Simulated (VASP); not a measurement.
An input for Quantum ESPRESSO's pw.x (written as the equivalent of a VASP run, and not itself run):

```
&CONTROL
  calculation = 'vc-relax'
  pseudo_dir = './pseudo'
  outdir = './out'
  tprnfor = .true.
  tstress = .true.
  nstep = 60
  forc_conv_thr = 0.00078
/
&SYSTEM
  ibrav = 0
  nat = 3
  ntyp = 2
  ecutwfc = 84
  occupations = 'smearing'
  smearing = 'gaussian'
  degauss = 0.003675
  input_dft = 'pz'
/
&ELECTRONS
  conv_thr = 7.3e-08
  electron_maxstep = 100
/
&IONS
/
&CELL
/
ATOMIC_SPECIES
  Zr 91.224 Zr.upf
  O 15.999 O.upf
CELL_PARAMETERS angstrom
     0.0000000    2.5161929    2.5161929
     2.5161929   -0.0000000    2.5161929
     2.5161929    2.5161929    0.0000000
ATOMIC_POSITIONS crystal
  Zr   0.0000000  0.0000000  0.0000000
  O    0.2500000  0.2500000  0.2500000
  O    0.7500000  0.7500000  0.7500000
K_POINTS automatic
  7 7 7 0 0 0
```

Question: Translate this input to VASP (INCAR, KPOINTS, POSCAR, choice of POTCAR).

Answer: This is not unique; one that fits is 
### INCAR
```
SYSTEM = ZrO2
PREC = Accurate
ENCUT = 520
EDIFF = 1E-6
NELM = 100
ALGO = Normal
LREAL = .FALSE.
LASPH = .TRUE.
ISMEAR = 0
SIGMA = 0.05
LMAXMIX = 4
LWAVE = .FALSE.
LCHARG = .FALSE.
IBRION = 2
ISIF = 3
NSW = 60
EDIFFG = -0.02
```

**POSCAR**
```
ZrO2
1
    0.0000000000     2.5161928677     2.5161928677
    2.5161928677    -0.0000000000     2.5161928677
    2.5161928677     2.5161928677     0.0000000000
Zr O
1 2
Direct
  0.0000000000   0.0000000000   0.0000000000
  0.2500000000   0.2500000000   0.2500000000
  0.7500000000   0.7500000000   0.7500000000
```

### KPOINTS
```
Automatic mesh
0
Gamma
7 7 7
0 0 0
```

POTCAR, in this order: Zr_sv O (LDA.64 set). Program: vasp_std.

The two are equivalent in intent, not identical: the potentials are each code's own (VASP's PAW set, PseudoDojo norm-conserving files in pw.x), so ENCUT and ecutwfc are chosen apart and not converted; conv_thr bounds pw.x's estimated SCF error, while EDIFF bounds the energy change between steps; forc_conv_thr acts on force components and is met together with etot_conv_thr.

The compound is ZrO2 in the fluorite structure, the high-temperature cubic form, which is unstable at 0 K; the monoclinic form is the stable one. It was relaxed first. The start is the result of an earlier pass.
